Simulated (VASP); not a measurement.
Level of theory: PBEsol GGA, VASP's PBE PAW potentials (set 64) (plane waves; VASP).

The input files of a VASP run:

POSCAR:
```
TiO2
1
    4.5189193668    -0.0000000000     0.0000000000
   -0.0000000000     4.5189193668     0.0000000000
    0.0000000000     0.0000000000     2.9166002523
Ti O
2 4
Direct
  0.0000000000   0.0000000000   0.0000000000
  0.5000000000   0.5000000000   0.5000000000
  0.3030350771   0.3030350771   0.0000000000
  0.8030350771   0.1969649229   0.5000000000
  0.1969649229   0.8030350771   0.5000000000
  0.6969649229   0.6969649229   1.0000000000
```

### KPOINTS
```
kpoints
0
Gamma
  5 5 8
0 0 0
```

### INCAR
```
! general
SYSTEM  = TiO2
PREC    = Accurate
ENCUT   = 620
LREAL   = .FALSE.   ! projection in real space or not
LASPH   = .TRUE.   ! aspherical one-centre terms

! electronic loop
EDIFF   = 1E-6   ! SCF stop (eV)
NELM    = 100   ! most electronic steps
ALGO    = Normal   ! blocked Davidson
LMAXMIX = 4   ! l cut-off of mixed one-centre charges

! smearing
ISMEAR  = 0   ! Gaussian
SIGMA   = 0.05   ! width (eV)

! functional
GGA     = PS

! ions
IBRION  = 2
NSW     = 40
ISIF    = 3
EDIFFG  = -0.02   ! ionic stop
PSTRESS = 100

! output
LWAVE   = .FALSE.
LCHARG  = .FALSE.
```

POTCAR, in this order: Ti_sv O (PBE.64 set). Program: vasp_std.

The run wrote:

**OUTCAR**
```
 ion  position               nearest neighbor table
   1  0.000  0.000  0.000-   4 1.93   5 1.93   4 1.93   5 1.93   3 1.94   6 1.94
   2  0.500  0.500  0.500-   3 1.93   6 1.93   3 1.93   6 1.93   5 1.94   4 1.94
   3  0.303  0.303  0.000-   2 1.93   2 1.93   1 1.94
   4  0.803  0.197  0.500-   1 1.93   1 1.93   2 1.94
   5  0.197  0.803  0.500-   1 1.93   1 1.93   2 1.94
   6  0.697  0.697  0.000-   2 1.93   2 1.93   1 1.94
  LATTYP: Found a simple tetragonal cell.
 ALAT       =     4.5189193668
 C/A-ratio  =     0.6454198483
 Subroutine PRICEL returns:
 Original cell was already a primitive cell.
 Subroutine GETGRP returns: Found 16 space group operations
The static configuration has the point symmetry D_2h.
 The point group associated with its full space group is D_4h.
The dynamic configuration has the point symmetry D_2h.
 Subroutine INISYM returns: Found 16 space group operations
 Subroutine IBZKPT returns following result:
 Found     30 irreducible k-points:

 Following reciprocal coordinates:
            Coordinates               Weight
  0.000000  0.000000  0.000000      1.000000
  0.200000  0.000000  0.000000      4.000000
  0.400000  0.000000  0.000000      4.000000
  0.200000  0.200000  0.000000      4.000000
  0.400000  0.200000  0.000000      8.000000
  0.400000  0.400000  0.000000      4.000000
  0.000000  0.000000  0.125000      2.000000
  0.200000  0.000000  0.125000      8.000000
  0.400000  0.000000  0.125000      8.000000
  0.200000  0.200000  0.125000      8.000000
  0.400000  0.200000  0.125000     16.000000
  0.400000  0.400000  0.125000      8.000000
  0.000000  0.000000  0.250000      2.000000
  0.200000  0.000000  0.250000      8.000000
  0.400000  0.000000  0.250000      8.000000
  0.200000  0.200000  0.250000      8.000000
  0.400000  0.200000  0.250000     16.000000
  0.400000  0.400000  0.250000      8.000000
...
```

File OSZICAR:
```
       N       E                     dE             d eps       ncg     rms          rms(c)
DAV:   1     0.725092164570E+03    0.72509E+03   -0.27729E+04  1680   0.229E+03
DAV:   2     0.655214826646E+02   -0.65957E+03   -0.63783E+03  1736   0.632E+02
DAV:   3    -0.659563434131E+02   -0.13148E+03   -0.12757E+03  2712   0.231E+02
DAV:   4    -0.719529302779E+02   -0.59966E+01   -0.59892E+01  2252   0.538E+01
DAV:   5    -0.722060032946E+02   -0.25307E+00   -0.25300E+00  2424   0.969E+00    0.343E+01
DAV:   6    -0.563577621323E+02    0.15848E+02   -0.10642E+02  2048   0.105E+02    0.122E+01
DAV:   7    -0.561129247471E+02    0.24484E+00   -0.13633E+01  2164   0.299E+01    0.855E+00
DAV:   8    -0.561786214064E+02   -0.65697E-01   -0.34090E+00  2140   0.180E+01    0.388E+00
DAV:   9    -0.560278140637E+02    0.15081E+00   -0.17282E+00  2088   0.123E+01    0.143E+00
DAV:  10    -0.560263096690E+02    0.15044E-02   -0.13749E-01  2144   0.303E+00    0.233E-01
DAV:  11    -0.560262702215E+02    0.39447E-04   -0.10211E-02  2168   0.767E-01    0.832E-02
DAV:  12    -0.560262837280E+02   -0.13506E-04   -0.75908E-04  2176   0.222E-01    0.433E-02
DAV:  13    -0.560262746674E+02    0.90606E-05   -0.60653E-05  2296   0.543E-02    0.118E-02
DAV:  14    -0.560262747467E+02   -0.79314E-07   -0.69547E-06  1976   0.252E-02
   1 F= -.52308907E+02 E0= -.52308907E+02  d E =-.523089E+02
```

**OUTCAR**
```
------------------------ aborting loop because EDIFF is reached ----------------------------------------
  FORCE on cell =-STRESS in cart. coord.  units (eV):
  Direction    XX          YY          ZZ          XY          YZ          ZX
  --------------------------------------------------------------------------------------
  Total        3.7263195      3.7263195      3.7955136     -0.0000000      0.0000000      0.0000000
  in kB      100.2408131    100.2408131    102.1021872     -0.0000000      0.0000000      0.0000000
  external PRESSURE =       0.8612711 kB  Pullay stress =     100.0000000 kB
  volume of cell :       59.56
      direct lattice vectors                 reciprocal lattice vectors
     4.518919367  0.000000000  0.000000000     0.221291844  0.000000000  0.000000000
     0.000000000  4.518919367  0.000000000     0.000000000  0.221291844  0.000000000
     0.000000000  0.000000000  2.916600252     0.000000000  0.000000000  0.342864950
 POSITION                                       TOTAL-FORCE (eV/Angst)
 -----------------------------------------------------------------------------------
      0.00000      0.00000      0.00000        -0.000000      0.000000      0.000000
      2.25946      2.25946      1.45830        -0.000000      0.000000      0.000000
      1.36939      1.36939      0.00000         0.004102      0.004102      0.000000
      3.62885      0.89007      1.45830         0.004102     -0.004102      0.000000
      0.89007      3.62885      1.45830        -0.004102      0.004102      0.000000
      3.14953      3.14953      0.00000        -0.004102     -0.004102      0.000000
 -----------------------------------------------------------------------------------
    total drift:                                0.000000     -0.000000     -0.000000
  FREE ENERGIE OF THE ION-ELECTRON SYSTEM (eV)
  ---------------------------------------------------
  free  energy   TOTEN  =       -56.0262747467 eV

  energy  without entropy=      -56.0262747467  energy(sigma->0) =      -56.02627475
  enthalpy is  TOTEN    =       -52.3089071346 eV   P V=        3.7173676121

 reached required accuracy - stopping structural energy minimisation
```
(Selected blocks of OUTCAR.)

File OUTCAR:
```
 val. band max:        5.2706777680   @ k =   0.0000   0.0000   0.0000

 cond. band min:       7.1369809236   @ k =   0.0000   0.0000   0.0000


 Fermi energy:         5.5761355847

 k-point     1 :       0.0000    0.0000    0.0000
  band No.  band energies     occupation
      1     -51.2813      2.00000
      2     -51.2582      2.00000
      3     -27.7560      2.00000
      4     -27.7560      2.00000
      5     -27.5516      2.00000
      6     -27.5516      2.00000
      7     -27.5020      2.00000
      8     -27.4585      2.00000
      9     -13.1315      2.00000
     10     -11.8598      2.00000
     11     -10.9980      2.00000
     12     -10.9980      2.00000
     13      -0.8080      2.00000
     14      -0.4091      2.00000
     15      -0.1056      2.00000
     16       1.2481      2.00000
     17       1.2481      2.00000
     18       2.5741      2.00000
     19       2.5741      2.00000
     20       3.1726      2.00000
     21       4.5347      2.00000
     22       4.7772      2.00000
     23       4.7772      2.00000
     24       5.2707      2.00000
     25       7.1370      0.00000
     26       7.4208      0.00000
     27       7.7092      0.00000
     28       7.8399      0.00000

 k-point     2 :       0.2000    0.0000    0.0000
  band No.  band energies     occupation
      1     -51.2791      2.00000
      2     -51.2604      2.00000
      3     -27.7394      2.00000
      4     -27.7376      2.00000
      5     -27.5721      2.00000
      6     -27.5703      2.00000
      7     -27.4978      2.00000
      8     -27.4627      2.00000
      9     -12.9734      2.00000
     10     -11.8552      2.00000
     11     -11.1644      2.00000
     12     -11.0668      2.00000
     13      -0.5359      2.00000
     14      -0.2287      2.00000
     15       0.1882      2.00000
     16       1.2670      2.00000
     17       1.2799      2.00000
     18       2.3018      2.00000
     19       2.4907      2.00000
     20       3.1855      2.00000
...
```

The compound is TiO2 in the rutile structure. It was relaxed first under an external pressure of 10 GPa.
